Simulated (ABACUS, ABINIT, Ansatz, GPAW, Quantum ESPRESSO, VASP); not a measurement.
**One calculation of BiTe, 7 ways**

```
CELL_PARAMETERS angstrom
2.42271 1.39875 3.31729
-2.42271 1.39875 3.31729
0.00000 -2.79750 3.31729
ATOMIC_POSITIONS crystal
Bi 0.50000 0.50000 0.50000
Te 0.00000 0.00000 0.00000
```

The cell comes from a database or a generator and needn't be the stable form of this composition.

Alike in all runs: task single point; functional PBE; k mesh 7 × 7 × 7; occupations fermi-dirac, width 0.05 eV; no spin polarisation; no spin-orbit coupling. Pressure is positive in compression and, in plane waves, holds the error of the finite cutoff, which Ansatz's Pulay term estimates and takes out.

```tsv
program and potentials	plane-wave cutoff (eV)	notes	pressure (GPa)
Quantum ESPRESSO, SSSP 1.3 efficiency PBE	748	10.5 valence electrons an atom on average	-0.08
ABACUS, PseudoDojo NC SR 0.4.1 PBE standard, plane waves	1129	15.5 valence electrons an atom on average	0.19
Ansatz, Ansatz PAW (earlier soft set)	420	15.5 valence electrons an atom on average	0.16
Ansatz, all-electron LAPW, scalar-relativistic	-	-	0.17
VASP, PBE PAW files Bi_d, Te, 520 eV	520	10.5 valence electrons an atom on average	0.10
ABINIT, JTH PAW PBE v2.0	599	10.5 valence electrons an atom on average	0.08
GPAW, GPAW PAW data sets (gpaw-data 1.2.1)	600	10.5 valence electrons an atom on average	-0.06
```

The pressure spans -0.08 (Quantum ESPRESSO, SSSP 1.3 efficiency PBE) to 0.19 GPa (ABACUS, PseudoDojo NC SR 0.4.1 PBE standard, plane waves), with all-electron results at 0.17.

The functional is the same throughout but for its coding, so the spread measures potentials, basis and numerics; runs on potential files found faulty are left out.

The pressures fall into two groups according to how many electrons are treated as valence. The two potential-based runs with 15.5 electrons an atom, at 0.19 and 0.16 GPa, lie close to the all-electron 0.17 GPa, while every run with 10.5 lies lower. The counts fit Bi 5d being active throughout and Te 4d only in the larger sets. Freezing the Te 4d shell removes its response to the crystal field and approximates its overlap with the valence density, which probably accounts for part of the offset; incomplete plane-wave bases could also lower the pressure. The smaller sets differ among themselves even in sign, so the electron count can't be the only cause; how each potential was constructed, the finite cutoffs, or both may contribute.

All the values are small, which places the cell near its PBE equilibrium volume at this fixed shape, and the sign changes reflect numerical differences rather than distinct bonding. A near-zero mean pressure doesn't exclude opposing stresses along and across the rhombohedral axis, so the cell's shape may still be unrelaxed.
